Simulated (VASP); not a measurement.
Data:

```xyz
1
Lattice="0.0000 1.8750 1.8750 1.8750 0.0000 1.8750 1.8750 1.8750 0.0000" Properties=species:S:1:pos:R:3 pbc="T T T"
Cu     1.8750     1.8750     0.0000
```

These are vdW-DF2, VASP's PBE PAW potentials (set 64) (plane waves; VASP) values and carry that method's errors. Settings: 520 eV cut-off, 19×19×19 Γ-centred mesh, tetrahedra with Blöchl corrections, potentials Cu.

Problem. Predict the energy per atom (σ→0), band gap (on the k-mesh) with the smallest direct gap where there is one.

Solution. 
| Quantity | Result |
|---|---|
| band gap (on the k-mesh) | none (metal, semimetal or under 0.01 eV) |
| energy per atom (σ→0) | -0.374 eV/atom |

The absolute energy has meaning only against runs of the same code, potentials and settings.

The compound is Cu in the fcc structure. It was relaxed first, which changed the volume by +12 %.
